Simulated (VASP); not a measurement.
Input:

```yaml
crystal:
  lattice:
    - [0.00000, 2.48773, 2.48773]
    - [2.48773, 0.00000, 2.48773]
    - [2.48773, 2.48773, 0.00000]
  atoms:
    - { symbol: Si, position: [0.00000, 0.00000, 0.00000] }
    - { symbol: Si, position: [0.25000, 0.25000, 0.25000] }
```

These are r2SCAN meta-GGA, VASP's PBE PAW potentials (set 64) (plane waves; VASP) values and carry that method's errors. Run with 500 eV cut-off, 9×9×9 Γ-centred mesh, Gaussian smearing of 0.050 eV, potentials Si.

Task: What does the run give for the energy per atom (σ→0), pressure?

Result: 
The energy per atom (σ→0) is -8.245 eV/atom and the pressure is 44.88 GPa.

The compound is Si in the diamond structure. It was relaxed first under an external pressure of 45 GPa.
